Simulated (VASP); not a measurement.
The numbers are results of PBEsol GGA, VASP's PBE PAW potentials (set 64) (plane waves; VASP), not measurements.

A VASP calculation is set up with these files.

POSCAR:
```
Mo
1
   -1.5333636504     1.5333636504     1.5333636504
    1.5333636504    -1.5333636504     1.5333636504
    1.5333636504     1.5333636504    -1.5333636504
Mo
1
Direct
  0.0000000000   0.0000000000   0.0000000000
```

### INCAR
```
SYSTEM=Mo
PREC=Accurate; ENCUT=500; LREAL=.FALSE.
LASPH=.TRUE.
EDIFF=1E-6; NELM=100; ALGO=Normal
LMAXMIX=4
ISMEAR=1; SIGMA=0.1
GGA=PS
IBRION=2; NSW=40; ISIF=3
EDIFFG=-0.02; PSTRESS=200
LWAVE=.FALSE.; LCHARG=.FALSE.
```

### KPOINTS
```
Automatic mesh
0
Gamma
17 17 17
0 0 0
```

POTCAR, in this order: Mo_sv (PBE.64 set). Program: vasp_std.

### Question
What will the output report for the number of irreducible k-points (NKPTS), largest plane-wave count, number of space-group operations, FFT grid (NGX, NGY, NGZ)?

### Answer

The number of irreducible k-points (NKPTS) is 165. The largest plane-wave count is 375, the number of space-group operations is 48 and the FFT grid (NGX, NGY, NGZ) is 20 × 20 × 20.

The compound is Mo in the bcc structure. This run relaxes it under an external pressure of 20 GPa. Symmetry was kept, so distortions that lower it aren't found.
